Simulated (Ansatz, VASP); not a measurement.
## HfAl3O4 in VASP and in Ansatz

```
Hf Al O
1.0
    -2.79689    2.79689    2.79689
     2.79689   -2.79689    2.79689
     2.79689    2.79689   -2.79689
Hf Al O
1 3 4
Direct
  0.00000 0.00000 0.00000
  0.00000 0.50000 0.50000
  0.50000 0.00000 0.50000
  0.50000 0.50000 0.00000
  0.50000 0.50000 0.50000
  0.00000 0.00000 0.50000
  0.00000 0.50000 0.00000
  0.50000 0.00000 0.00000
```

Alike in both runs: functional PBE; k mesh 10 × 10 × 10; occupations gaussian, width 0.1 eV; no spin polarisation.

Ansatz relaxed the structure, and its values are those at the end. VASP's run is a single point on that final structure, the one shown.

```csv
,VASP,Ansatz
version,VASP 6.6.1,Ansatz 0.2.0
potentials or method,"VASP PAW PBE potentials, release 64 (Hf_pv, Al, O)","scalar-relativistic, plane waves, PAW"
plane-wave cutoff (eV),520,420
valence electrons in the cell,43,59
```

|  | VASP | Ansatz | Ansatz less VASP |
| --- | --- | --- | --- |
| gap on the k mesh at the Fermi level (eV) | none | none | - |
| pressure (GPa) | -0.8 | 0.0 | +0.79 |

A gap of «none» marks a metal or a gap that the smearing closes. The functional is the same, so the differences come from potentials, cutoffs and numerics. The two sets of potentials don't hold the same shells in valence.

Caveats: an odd number of electrons without spin polarisation forces a metal; a magnetic or distorted state may lie lower. Spin-orbit coupling is left out, which matters for the levels of Hf.
